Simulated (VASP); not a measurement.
Calculation: PBE GGA with D4 dispersion, VASP's PBE PAW potentials (set 64) (plane waves; VASP).

VASP ran on this input.

**INCAR**
```
# general
SYSTEM  =  BP
PREC    =  Accurate
ENCUT   =  520
LREAL   =  .False.   # projection in real space or not
LASPH   =  .True.

# electronic loop
EDIFF   =  1E-7   # SCF stop (eV)
NELM    =  100   # most electronic steps
ALGO    =  Normal

# smearing
ISMEAR  =  0   # Gaussian
SIGMA   =  0.05   # width (eV)

# functional
GGA     =  PE
IVDW    =  13   # D4

# ions
ISIF    =  2

# output
LWAVE   =  .False.
LCHARG  =  .False.
```

**KPOINTS**
```
Automatic
0
gamma
 10 10 10
0 0 0
```

### POSCAR
```
BP
1
    0.0000000000     2.2509030210     2.2509030210
    2.2509030210     0.0000000000     2.2509030210
    2.2509030210     2.2509030210     0.0000000000
B P
1 1
Direct
  0.0000000000   0.0000000000   0.0000000000
  0.2500000000   0.2500000000   0.2500000000
```

POTCAR, in this order: B P (PBE.64 set). Program: vasp_std.

Output

### OUTCAR
```
 ion  position               nearest neighbor table
   1  0.000  0.000  0.000-   2 1.95   2 1.95   2 1.95   2 1.95
   2  0.250  0.250  0.250-   1 1.95   1 1.95   1 1.95   1 1.95
  LATTYP: Found a face centered cubic cell.
 ALAT       =     4.5018060420
 Subroutine PRICEL returns:
 Original cell was already a primitive cell.
 Subroutine GETGRP returns: Found 24 space group operations
The static configuration has the point symmetry T_d .
The dynamic configuration has the point symmetry T_d .
 Subroutine INISYM returns: Found 24 space group operations
 Subroutine IBZKPT returns following result:
 Found     47 irreducible k-points:

 Following reciprocal coordinates:
            Coordinates               Weight
  0.000000  0.000000  0.000000      1.000000
  0.100000  0.000000  0.000000      8.000000
  0.200000  0.000000  0.000000      8.000000
  0.300000  0.000000  0.000000      8.000000
  0.400000  0.000000  0.000000      8.000000
  0.500000  0.000000  0.000000      4.000000
  0.100000  0.100000  0.000000      6.000000
  0.200000  0.100000  0.000000     24.000000
  0.300000  0.100000  0.000000     24.000000
...
```

**OSZICAR**
```
       N       E                     dE             d eps       ncg     rms          rms(c)
DAV:   1     0.936733708593E+01    0.93673E+01   -0.41876E+03   752   0.902E+02
DAV:   2    -0.133824743914E+02   -0.22750E+02   -0.21857E+02  1176   0.110E+02
DAV:   3    -0.136790176016E+02   -0.29654E+00   -0.29654E+00   928   0.151E+01
DAV:   4    -0.136798615845E+02   -0.84398E-03   -0.84398E-03  1168   0.746E-01
DAV:   5    -0.136798626087E+02   -0.10242E-05   -0.10242E-05   976   0.144E-02    0.746E+00
DAV:   6    -0.130263671940E+02    0.65350E+00   -0.17220E+00   840   0.728E+00    0.406E+00
DAV:   7    -0.129279088620E+02    0.98458E-01   -0.28609E-01  1144   0.326E+00    0.133E+00
DAV:   8    -0.129195508686E+02    0.83580E-02   -0.29181E-02   816   0.119E+00    0.225E-01
DAV:   9    -0.129198534764E+02   -0.30261E-03   -0.48530E-04  1096   0.207E-01    0.131E-01
DAV:  10    -0.129200460361E+02   -0.19256E-03   -0.28100E-04   856   0.133E-01    0.264E-02
DAV:  11    -0.129200566979E+02   -0.10662E-04   -0.13318E-05  1072   0.320E-02    0.335E-02
DAV:  12    -0.129200574224E+02   -0.72441E-06   -0.32037E-06   816   0.118E-02    0.716E-03
DAV:  13    -0.129200573705E+02    0.51803E-07   -0.71191E-08   656   0.232E-03
   1 F= -.13644100E+02 E0= -.13644100E+02  d E =-.200111E-18
```

OUTCAR:
```
------------------------ aborting loop because EDIFF is reached ----------------------------------------
  Edisp (eV):   -0.72404
  FORCE on cell =-STRESS in cart. coord.  units (eV):
  Direction    XX          YY          ZZ          XY          YZ          ZX
  --------------------------------------------------------------------------------------
  Total       0.00027     0.00027     0.00027     0.00000     0.00000     0.00000
  in kB       0.01872     0.01872     0.01872     0.00000     0.00000     0.00000
  external pressure =        0.02 kB  Pullay stress =        0.00 kB
  volume of cell :       22.81
      direct lattice vectors                 reciprocal lattice vectors
     0.000000000  2.250903021  2.250903021    -0.222133071  0.222133071  0.222133071
     2.250903021  0.000000000  2.250903021     0.222133071 -0.222133071  0.222133071
     2.250903021  2.250903021  0.000000000     0.222133071  0.222133071 -0.222133071
  FREE ENERGIE OF THE ION-ELECTRON SYSTEM (eV)
  ---------------------------------------------------
  free  energy   TOTEN  =       -13.6441004979 eV

  energy  without entropy=      -13.6441004979  energy(sigma->0) =      -13.64410050
```
(Selected blocks of OUTCAR.)

File OUTCAR:
```
 val. band max:        7.7192808700   @ k =   0.0000   0.0000   0.0000

 cond. band min:       8.9255896624   @ k =   0.4000   0.4000   0.0000


 Fermi energy:         8.0094452195

 k-point     1 :       0.0000    0.0000    0.0000
  band No.  band energies     occupation
      1      -7.9571      2.00000
      2       7.7193      2.00000
      3       7.7193      2.00000
      4       7.7193      2.00000
      5      11.1565      0.00000
      6      11.1565      0.00000
      7      11.1565      0.00000
      8      15.4622      0.00000

 k-point     2 :       0.1000    0.0000    0.0000
  band No.  band energies     occupation
      1      -7.7733      2.00000
      2       6.4000      2.00000
      3       7.4183      2.00000
      4       7.4183      2.00000
      5      11.5735      0.00000
      6      11.5735      0.00000
      7      11.6170      0.00000
      8      15.9578      0.00000

 k-point     3 :       0.2000    0.0000    0.0000
  band No.  band energies     occupation
      1      -7.2287      2.00000
      2       4.0226      2.00000
      3       6.8491      2.00000
      4       6.8491      2.00000
      5      11.8569      0.00000
      6      12.3024      0.00000
      7      12.3024      0.00000
      8      17.0586      0.00000

 k-point     4 :       0.3000    0.0000    0.0000
  band No.  band energies     occupation
      1      -6.3524      2.00000
      2       1.6215      2.00000
      3       6.3527      2.00000
      4       6.3527      2.00000
      5      11.7890      0.00000
      6      12.6192      0.00000
      7      12.6192      0.00000
      8      17.8664      0.00000

 k-point     5 :       0.4000    0.0000    0.0000
  band No.  band energies     occupation
      1      -5.2553      2.00000
      2      -0.4435      2.00000
      3       6.0386      2.00000
      4       6.0386      2.00000
      5      11.6861      0.00000
      6      12.5309      0.00000
      7      12.5309      0.00000
...
```

The compound is BP in the zinc blende structure. It was relaxed first.
